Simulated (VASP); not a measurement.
**Si16B (a cell with a defect): single point with PBEsol**

The system is Si16B (a cell with a defect).

```
CELL_PARAMETERS angstrom
0.00000 5.43000 5.43000
5.43000 0.00000 5.43000
5.43000 5.43000 0.00000
ATOMIC_POSITIONS crystal
Si 0.01370 0.99272 0.00089
Si 0.13130 0.12290 0.12682
Si 0.99842 0.99428 0.49846
Si 0.11884 0.13212 0.61760
Si 0.00656 0.49588 0.00157
Si 0.13136 0.61896 0.12666
Si 0.99817 0.50963 0.49822
Si 0.12794 0.62214 0.62808
Si 0.50538 0.99129 0.00559
Si 0.62392 0.12627 0.12324
Si 0.50222 0.99247 0.51291
Si 0.62676 0.12295 0.63155
Si 0.50543 0.49746 0.00563
Si 0.63263 0.61717 0.13287
Si 0.50141 0.49586 0.50680
Si 0.62659 0.61876 0.63160
B 0.82267 0.92750 0.32126
```

The cell was built by a generator and needn't be a form met in nature.

```
Program                : VASP 6.6.1
Task                   : single point
Functional             : PBEsol
Potentials or basis    : VASP PAW PBE potentials, release 64 (Si, B)
Cutoff                 : 520 eV
k mesh                 : 2 × 2 × 2
Occupations            : fermi-dirac, width 0.05 eV
Spin                   : collinear spin, typed start
Starting moments       : [0.0, 0.0, 0.0, 0.0, 0.0, 0.0, 0.0, 0.0, 0.0, 0.0, 0.0, 0.0, 0.0, 0.0, 0.0, 0.0, 1.0] μB
Dipole correction      : no
Further INCAR settings : LREAL = Auto; ALGO = Normal; EDIFF = 1e-07; NBANDS = 52
```

```
Pressure                                              : 1.5 GPa
Largest force                                         : 0.020 eV/Å
Band gap on the k mesh                                : none (metal or under the smearing width)
Net moment                                            : 0.00 μB per cell
Valence electrons inside the program's atomic spheres : Si 1.68, 1.69, 1.70, 1.67; B 1.66
```

Forces on the atoms (eV/Å):
```
Si  -0.009 -0.015  0.008
Si  -0.001  0.002  0.002
Si   0.000  0.001 -0.001
Si  -0.002  0.004 -0.003
Si  -0.002 -0.001  0.001
Si  -0.001 -0.001  0.002
Si   0.002  0.006  0.002
Si   0.000 -0.004 -0.001
Si   0.001  0.003  0.002
Si   0.002  0.002 -0.002
Si   0.008 -0.014 -0.010
Si   0.000  0.003 -0.001
Si  -0.001  0.005  0.001
Si  -0.001 -0.001  0.000
Si   0.000 -0.001  0.000
Si   0.002 -0.001  0.001
B    0.002  0.012 -0.001
```

Stress tensor (GPa, compression positive):
```
1.08 0.01 0.76
0.01 2.22 0.00
0.76 0.00 1.09
```

Levels at points of the mesh, in eV from the Fermi level:
Spin up:
| k point | band 30 | band 31 | band 32 | band 33 | band 34 | band 35 | band 36 | band 37 |
| --- | --- | --- | --- | --- | --- | --- | --- | --- |
| (0.00, 0.00, 0.00) | -1.51 | -0.76 | -0.49 | -0.47 | -0.23 | 0.12 | 0.14 | 0.23 |
| (0.50, 0.00, 0.00) | -1.24 | -1.16 | -1.11 | -0.97 | -0.18 | 0.45 | 0.99 | 1.07 |
| (0.00, 0.50, 0.00) | -1.26 | -1.20 | -1.13 | -1.11 | 0.20 | 0.55 | 1.00 | 1.06 |
| (0.00, 0.00, 0.50) | -1.25 | -1.15 | -1.11 | -0.97 | -0.18 | 0.45 | 0.99 | 1.08 |
| (0.50, 0.50, 0.50) | -1.26 | -1.20 | -1.13 | -1.11 | 0.20 | 0.56 | 1.00 | 1.06 |
| (0.50, 0.50, 0.00) | -1.80 | -1.68 | -1.66 | -0.56 | 0.01 | 0.73 | 1.27 | 1.39 |
| (0.00, 0.50, 0.50) | -1.80 | -1.68 | -1.66 | -0.56 | 0.01 | 0.73 | 1.27 | 1.39 |
| (0.50, 0.00, 0.50) | -1.83 | -1.70 | -1.69 | -0.53 | 0.36 | 0.93 | 1.19 | 1.27 |
Spin down:
```csv
k point,band 29,band 30,band 31,band 32,band 33,band 34,band 35,band 36,band 37,band 38
"(0.00, 0.00, 0.00)",-1.51,-1.51,-0.76,-0.49,-0.47,-0.23,0.12,0.14,0.23,0.36
"(0.50, 0.00, 0.00)",-1.37,-1.24,-1.16,-1.11,-0.97,-0.18,0.45,0.99,1.07,1.15
"(0.00, 0.50, 0.00)",-1.41,-1.26,-1.20,-1.13,-1.11,0.20,0.55,1.00,1.06,1.09
"(0.00, 0.00, 0.50)",-1.37,-1.25,-1.15,-1.11,-0.97,-0.18,0.45,0.99,1.08,1.15
"(0.50, 0.50, 0.50)",-1.41,-1.26,-1.20,-1.13,-1.11,0.20,0.56,1.00,1.06,1.09
"(0.50, 0.50, 0.00)",-1.96,-1.80,-1.68,-1.66,-0.56,0.01,0.73,1.27,1.39,1.67
"(0.00, 0.50, 0.50)",-1.96,-1.80,-1.68,-1.66,-0.56,0.01,0.73,1.27,1.39,1.67
"(0.50, 0.00, 0.50)",-1.86,-1.83,-1.70,-1.69,-0.53,0.36,0.93,1.19,1.27,1.34
```

It took 8 min on 1 thread of Intel(R) Xeon(R) Platinum 8259CL CPU @ 2.50GHz (Skylake/Cascade Lake), with other jobs on the host, peak memory 0.71 GiB.

Caveat: the k mesh is coarse (spacing up to 0.50 Å⁻¹), so the values aren't converged; the PAW data sets were made with another functional, which shifts forces and pressure a little.
